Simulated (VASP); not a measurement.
Method: PBEsol GGA, VASP's PBE PAW potentials (set 64) (plane waves; VASP 6.6.1).

The input files of a VASP run:

### KPOINTS_OPT
```
k-points along high-symmetry lines
10
Line-mode
Reciprocal
  0.000000   0.000000   0.000000 ! GAMMA
 -0.500000  -0.500000   0.000000 ! X

 -0.500000  -0.500000   0.000000 ! X
 -0.375000  -0.375000   0.250000 ! U

 -0.375000   0.000000   0.375000 ! K
  0.000000   0.000000   0.000000 ! GAMMA

  0.000000   0.000000   0.000000 ! GAMMA
  0.000000   0.000000   0.500000 ! L

  0.000000   0.000000   0.500000 ! L
 -0.500000  -0.250000   0.250000 ! W

 -0.500000  -0.250000   0.250000 ! W
 -0.500000  -0.500000   0.000000 ! X
```

### INCAR
```
SYSTEM  =  MnSe
PREC  =  Accurate; ENCUT  =  300; LREAL  =  .FALSE.
LASPH  =  .TRUE.
EDIFF  =  1E-6; NELM  =  100; ALGO  =  Normal
LMAXMIX  =  4
ISMEAR  =  -1; SIGMA  =  0.05
GGA  =  PS
MAGMOM  =  4.0 0.0
ISPIN  =  2
ISIF  =  2
LWAVE  =  .FALSE.; LCHARG  =  .FALSE.; LORBIT  =  11
```

### POSCAR
```
MnSe
4.1153610
  0.0000000000   0.7071068613   0.7071068613
  0.7071068613   0.0000000000   0.7071068613
  0.7071068613   0.7071068613   0.0000000000
Mn Se
1 1
direct
  0.0000000000   0.0000000000   0.0000000000
  0.2500000000   0.2500000000   0.2500000000
```

### KPOINTS
```
Automatic mesh
0
Gamma
8 8 8
0 0 0
```

POTCAR, in this order: Mn_pv Se (PBE.64 set). Program: vasp_std.

The moments were started parallel, and other spin orders were not tried in this run.

Problem. Estimate the energy per atom (σ→0), cell moment, band gap (over mesh and band path).

Solution. 
```
Item                                                                   Value
----------------------------------  ----------------------------------------
energy per atom (σ→0)                                         -6.943 eV/atom
cell moment                                                          4.87 μB
band gap (over mesh and band path)  none (metal, semimetal or under 0.01 eV)
```

**OSZICAR**
```
...
DAV:  13    -0.138893477329E+02   -0.64722E-05   -0.11174E-05  1922   0.433E-02    0.342E-02
DAV:  14    -0.138893555352E+02   -0.78022E-05   -0.88901E-06  1908   0.262E-02    0.713E-03
DAV:  15    -0.138893567564E+02   -0.12212E-05   -0.94573E-07  1663   0.102E-02    0.210E-03
DAV:  16    -0.138893567476E+02    0.87703E-08   -0.14732E-07  1066   0.335E-03
   1 F= -.13889357E+02 E0= -.13885440E+02  d E =-.783420E-02  mag=     4.8718
       N       E                     dE             ncg
       N       E                     dE             ncg
       N       E                     dE             ncg
```

The structure comes from a measured MnSe entry of the Crystallography Open Database, whose conditions weren't checked. The cell was not relaxed at this level.
